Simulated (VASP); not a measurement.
A VASP calculation is set up with these files.

### POSCAR
```
Ti
1
    1.5188480000    -2.6014510000     0.0000000000
    1.5188480000     2.6014510000     0.0000000000
    0.0000000000     0.0000000000     4.6580380000
Ti
2
Direct
  0.3333330000   0.6666670000   0.2500000000
  0.6818020000   0.3484680000   0.7500000000
```

INCAR:
```
SYSTEM = Ti
PREC = Accurate
ENCUT = 550
EDIFF = 1E-6
NELM = 100
ALGO = Normal
LREAL = .FALSE.
LASPH = .TRUE.
ISMEAR = 1
SIGMA = 0.1
GGA = PE
LMAXMIX = 4
LWAVE = .FALSE.
LCHARG = .FALSE.
ISIF = 2
```

### KPOINTS
```
Automatic mesh
0
Gamma
12 12 7
0 0 0
```

POTCAR, in this order: Ti_sv (PBE.64 set). Program: vasp_std.

### Question
Translate this PBE calculation to Ansatz.

### Answer
One equivalent input (not run):
Ansatz 0.2 input:
```yaml
crystal:
  lattice:
    - [1.5188480, -2.6014510, 0.0000000]
    - [1.5188480, 2.6014510, 0.0000000]
    - [0.0000000, 0.0000000, 4.6580380]
  atoms:
    - { symbol: Ti, position: [0.3333330, 0.6666670, 0.2500000] }
    - { symbol: Ti, position: [0.6818020, 0.3484680, 0.7500000] }
kpoints:
  mp_grid: { grid: [12, 12, 7] }
hamiltonian:
  xc: pbe
  pseudopotentials: { kind: paw }
scf:
  occupations: { method: methfessel_paxton, width: 0.1 }
  max_iter: 100
output: { forces: true, stress: true, eigenvalues: true }
```
The two are equivalent in intent, not identical: each code has its own PAW files, so the cut-off isn't converted (ENCUT is set for VASP's; basis.ecutwfc is left out, and Ansatz then takes the one that its files recommend); Ansatz stops its SCF on the density residual and VASP on the energy change (EDIFF).

The compound is Ti in the hcp structure. The cell was not relaxed at this level, atoms are displaced from their ideal sites. The run is one of a series of settings (ENCUT = 550 against the base run), some of them coarse on purpose.
